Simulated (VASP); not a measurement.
Input:

```
CELL_PARAMETERS angstrom
      0.00000     1.92308     1.92308
      1.92308     0.00000     1.92308
      1.92308     1.92308     0.00000
ATOMIC_POSITIONS crystal
  Rh 0.00000 0.00000 0.00000
```

Method: TPSS meta-GGA, VASP's PBE PAW potentials (set 64) (plane waves; VASP). Numerical set-up: 520 eV cut-off, 16×16×16 Γ-centred mesh, first-order Methfessel-Paxton smearing of 0.10 eV, potentials Rh_pv.

Task: Give the stress tensor in GPa (positive for a compressed cell).

Result: 
```
-7.74   0.00   0.00
 0.00  -7.74   0.00
 0.00   0.00  -7.74
```
The pressure is its mean diagonal, -7.74 GPa.

The compound is Rh in the fcc structure. This cell is one point of a volume scan, at 1.03 of the reference volume.
